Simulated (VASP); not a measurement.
Output of a VASP run:

OSZICAR:
```
...
       N       E                     dE             d eps       ncg     rms          rms(c)
DAV:   1    -0.363532231721E+02   -0.61563E-01   -0.52222E+00  1008   0.210E+01    0.184E+00
DAV:   2    -0.362480709414E+02    0.10515E+00   -0.15716E-01  1224   0.392E+00    0.849E-01
DAV:   3    -0.362198856780E+02    0.28185E-01   -0.61185E-02  1188   0.218E+00    0.279E-01
DAV:   4    -0.362176339503E+02    0.22517E-02   -0.57294E-03  1288   0.730E-01    0.983E-02
DAV:   5    -0.362174299285E+02    0.20402E-03   -0.11185E-03  1184   0.301E-01    0.548E-02
DAV:   6    -0.362174083753E+02    0.21553E-04   -0.78033E-05  1212   0.911E-02    0.936E-03
DAV:   7    -0.362174086299E+02   -0.25461E-06   -0.33463E-06  1124   0.199E-02
   5 F= -.32706092E+02 E0= -.32706092E+02  d E =-.524499E-01
       N       E                     dE             d eps       ncg     rms          rms(c)
DAV:   1    -0.362026434409E+02    0.14765E-01   -0.50474E-01  1016   0.648E+00    0.570E-01
DAV:   2    -0.361924161643E+02    0.10227E-01   -0.14780E-02  1216   0.122E+00    0.265E-01
DAV:   3    -0.361896508391E+02    0.27653E-02   -0.61949E-03  1196   0.695E-01    0.860E-02
DAV:   4    -0.361894413084E+02    0.20953E-03   -0.57887E-04  1280   0.233E-01    0.313E-02
DAV:   5    -0.361894183306E+02    0.22978E-04   -0.12266E-04  1184   0.990E-02    0.171E-02
DAV:   6    -0.361894163148E+02    0.20159E-05   -0.81781E-06  1204   0.295E-02    0.285E-03
DAV:   7    -0.361894163649E+02   -0.50108E-07   -0.27795E-07   624   0.618E-03
   6 F= -.32707201E+02 E0= -.32707201E+02  d E =-.535590E-01
       N       E                     dE             d eps       ncg     rms          rms(c)
DAV:   1    -0.361936556745E+02   -0.42394E-02   -0.95084E-03  1020   0.887E-01    0.778E-02
DAV:   2    -0.361934626975E+02    0.19298E-03   -0.27462E-04  1220   0.166E-01    0.363E-02
DAV:   3    -0.361934103672E+02    0.52330E-04   -0.11849E-04  1192   0.959E-02    0.118E-02
DAV:   4    -0.361934064175E+02    0.39497E-05   -0.11046E-05  1288   0.322E-02    0.432E-03
DAV:   5    -0.361934059118E+02    0.50577E-06   -0.21767E-06   696   0.138E-02
   7 F= -.32707202E+02 E0= -.32707202E+02  d E =-.535602E-01
       N       E                     dE             d eps       ncg     rms          rms(c)
DAV:   1    -0.362122869991E+02   -0.18881E-01   -0.23977E-02  1084   0.169E+00    0.213E-01
DAV:   2    -0.362114267960E+02    0.86020E-03   -0.20383E-03  1180   0.433E-01    0.671E-02
DAV:   3    -0.362113827689E+02    0.44027E-04   -0.25177E-04  1192   0.154E-01    0.213E-02
DAV:   4    -0.362113746078E+02    0.81611E-05   -0.13601E-05  1252   0.370E-02    0.111E-02
DAV:   5    -0.362113720146E+02    0.25932E-05   -0.30955E-06  1040   0.153E-02    0.460E-03
DAV:   6    -0.362113716844E+02    0.33025E-06   -0.31214E-07   572   0.666E-03
   8 F= -.32706727E+02 E0= -.32706727E+02  d E =0.475311E-03
       N       E                     dE             d eps       ncg     rms          rms(c)
DAV:   1    -0.361988307150E+02    0.12541E-01   -0.12987E-02  1084   0.124E+00    0.157E-01
DAV:   2    -0.361983664517E+02    0.46426E-03   -0.11014E-03  1184   0.319E-01    0.497E-02
DAV:   3    -0.361983437902E+02    0.22661E-04   -0.13780E-04  1204   0.114E-01    0.157E-02
DAV:   4    -0.361983403055E+02    0.34847E-05   -0.73871E-06  1244   0.273E-02    0.824E-03
DAV:   5    -0.361983398327E+02    0.47282E-06   -0.15511E-06   616   0.113E-02
   9 F= -.32707273E+02 E0= -.32707273E+02  d E =-.707225E-04
```

### OUTCAR
```
------------------------ aborting loop because EDIFF is reached ----------------------------------------
  FORCE on cell =-STRESS in cart. coord.  units (eV):
  Direction    XX          YY          ZZ          XY          YZ          ZX
  --------------------------------------------------------------------------------------
  Total        3.5016224      3.5016250      3.4742051      0.0000000     -0.0000000     -0.0000000
  in kB      200.6046912    200.6048428    199.0339806      0.0000000     -0.0000000     -0.0000000
  external PRESSURE =       0.0811715 kB  Pullay stress =     200.0000000 kB
  volume of cell :       27.97
      direct lattice vectors                 reciprocal lattice vectors
     1.237361453 -2.143173713 -0.000000000     0.404085644 -0.233298867 -0.000000000
     1.237361453  2.143173713  0.000000000     0.404085644  0.233298867  0.000000000
    -0.000000000 -0.000000000  5.272964590    -0.000000000 -0.000000000  0.189646637
  FREE ENERGIE OF THE ION-ELECTRON SYSTEM (eV)
  ---------------------------------------------------
  free  energy   TOTEN  =       -36.1983398327 eV

  energy  without entropy=      -36.1983398327  energy(sigma->0) =      -36.19833983
  enthalpy is  TOTEN    =       -32.7072725416 eV   P V=        3.4910672911

 reached required accuracy - stopping structural energy minimisation
```
(Selected blocks of OUTCAR.)

### POSCAR
```
BN
1
    1.2439578914    -2.1545988789     0.0000000000
    1.2439578914     2.1545988789     0.0000000000
    0.0000000000     0.0000000000     5.6646959839
B N
2 2
Direct
  0.3333330000   0.6666670000   0.2500000000
  0.6666670000   0.3333330000   0.7500000000
  0.6666670000   0.3333330000   0.2500000000
  0.3333330000   0.6666670000   0.7500000000
```

### Question
Write an INCAR and KPOINTS that could have produced this output.

### Answer
This is not unique; one that fits is the input of the run itself, PBEsol GGA, plane waves, VASP's PBE PAW potentials (set 64).

File KPOINTS:
```
Automatic mesh
0
gamma
  10 10 4
0 0 0
```

### INCAR
```
SYSTEM  =  BN
PREC  =  Accurate; ENCUT  =  620; LREAL  =  .FALSE.
LASPH  =  .TRUE.
EDIFF  =  1E-6; NELM  =  100; ALGO  =  Normal
ISMEAR  =  0; SIGMA  =  0.05
GGA  =  PS
IBRION  =  2; NSW  =  40; ISIF  =  3
EDIFFG  =  -0.02; PSTRESS  =  200
LWAVE  =  .FALSE.; LCHARG  =  .FALSE.
```

POTCAR, in this order: B N (PBE.64 set). Program: vasp_std.

Energy and stress use the plane-wave basis of the starting cell. Without a dispersion term in the relaxation, distances and binding between the weakly bound layers, chains or molecules are unreliable, and so is what depends on them.

The compound is BN in the hex structure. This run relaxes it under an external pressure of 20 GPa. Symmetry was kept, so distortions that lower it aren't found.
